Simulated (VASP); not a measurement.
Consider the following.

```
Pb2STe
1.0
    2.18048     1.25890     7.11815
   -2.18048     1.25890     7.11815
    0.00000    -2.51780     7.11815
Te Pb S
1 2 1
Direct
  0.50000   0.50000   0.50000
  0.74119   0.74119   0.74119
  0.25881   0.25881   0.25881
  0.00000   0.00000   0.00000
```

The numbers are results of PBEsol GGA, VASP's PBE PAW potentials (set 64) (plane waves; VASP 6.6.1), not measurements. Settings: 400 eV cut-off, Gaussian smearing of 0.050 eV, potentials Te Pb_d S.

Unless said otherwise, spin-orbit coupling is left out, though it shifts the bands of the heavy elements here.

### Question
Give the energies of bands 14 to 23 at the high-symmetry points, in eV from the valence-band maximum.

### Answer

```
band      Γ      T     H2      L     S0      F
----  -----  -----  -----  -----  -----  -----
14    -5.89  -6.93  -8.28  -8.08  -8.26  -7.30
15    -2.21  -2.21  -4.05  -3.71  -4.34  -4.96
16    -2.21  -2.21  -4.05  -3.38  -3.63  -3.31
17    -1.78  -1.14  -3.01  -3.00  -3.39  -3.16
18    -0.80  -0.93  -2.58  -2.19  -2.33  -1.34
19    -0.80  -0.93  -1.47  -2.08  -1.96  -1.17
20     0.00  -0.93  -1.45  -1.96  -0.76  -0.04
21     0.54   2.19   2.18   3.00   1.57   0.40
22     1.49   2.51   2.45   3.04   2.70   1.55
23     1.49   2.54   3.09   3.43   3.13   1.58
```

The gap is indirect, 0.40 eV, from the valence maximum at Γ to the conduction minimum at F.

The structure comes from a computed database's TePb2S entry (R-3m); how it stands against other phases isn't given here. It was relaxed first, which changed the volume by -6 %.
